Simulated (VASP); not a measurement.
OSZICAR of a VASP run on KZnF3 (cubic perovskite):

File OSZICAR:
```
       N       E                     dE             d eps       ncg     rms          rms(c)
DAV:   1     0.436817494396E+03    0.43682E+03   -0.22713E+04   508   0.201E+03
DAV:   2     0.120003259836E+02   -0.42482E+03   -0.41289E+03   596   0.481E+02
DAV:   3    -0.216240974218E+02   -0.33624E+02   -0.33492E+02   574   0.150E+02
DAV:   4    -0.223811869936E+02   -0.75709E+00   -0.75629E+00   839   0.203E+01
DAV:   5    -0.223888365522E+02   -0.76496E-02   -0.76479E-02   648   0.160E+00    0.109E+01
DAV:   6    -0.204794845876E+02    0.19094E+01   -0.68028E+00   735   0.394E+01    0.707E+00
DAV:   7    -0.205286807730E+02   -0.49196E-01   -0.13754E+00   520   0.813E+00    0.452E+00
DAV:   8    -0.205466167824E+02   -0.17936E-01   -0.58777E-01   617   0.160E+01    0.162E+00
DAV:   9    -0.205121468702E+02    0.34470E-01   -0.88992E-02   760   0.878E+00    0.709E-01
DAV:  10    -0.205076928478E+02    0.44540E-02   -0.10851E-01   721   0.846E+00    0.358E-01
DAV:  11    -0.205069165485E+02    0.77630E-03   -0.16827E-02   727   0.185E+00    0.131E-01
DAV:  12    -0.205070028331E+02   -0.86285E-04   -0.78494E-04   590   0.204E-01    0.127E-01
DAV:  13    -0.205070007675E+02    0.20656E-05   -0.65592E-04   672   0.289E-01    0.124E-01
DAV:  14    -0.205074811968E+02   -0.48043E-03   -0.15364E-03   652   0.659E-01    0.234E-01
DAV:  15    -0.205096609262E+02   -0.21797E-02   -0.30742E-02   642   0.331E+00    0.444E-01
DAV:  16    -0.205084078162E+02    0.12531E-02   -0.18274E-03   571   0.537E-01    0.340E-01
DAV:  17    -0.205072741110E+02    0.11337E-02   -0.19053E-03   642   0.429E-01    0.179E-01
DAV:  18    -0.205069961838E+02    0.27793E-03   -0.45960E-04   686   0.320E-01    0.101E-01
DAV:  19    -0.205068835500E+02    0.11263E-03   -0.31322E-04   668   0.225E-01    0.363E-02
DAV:  20    -0.205068696624E+02    0.13888E-04   -0.83782E-05   728   0.129E-01    0.530E-03
DAV:  21    -0.205068713399E+02   -0.16776E-05   -0.15152E-05   723   0.458E-02    0.686E-03
DAV:  22    -0.205068714711E+02   -0.13117E-06   -0.56634E-07   264   0.524E-03
   1 F= -.20506871E+02 E0= -.20506871E+02  d E =-.205069E+02
```

Question: Which electronic solver shows in the log?

Answer: It is blocked Davidson (ALGO = Normal, or the opening steps of other solvers). The INCAR had ALGO = Normal.

Question: Can the final energy be trusted as converged?

Answer: The calculation finished and met its thresholds. It stopped with EDIFF = 1E-6, NELM = 100, NSW = 60 and EDIFFG = -0.02 after 1 ionic step (AM05 GGA, plane waves, VASP's PBE PAW potentials (set 64)).

The compound is KZnF3 in the cubic perovskite structure. It was relaxed first. The start is the result of an earlier pass.
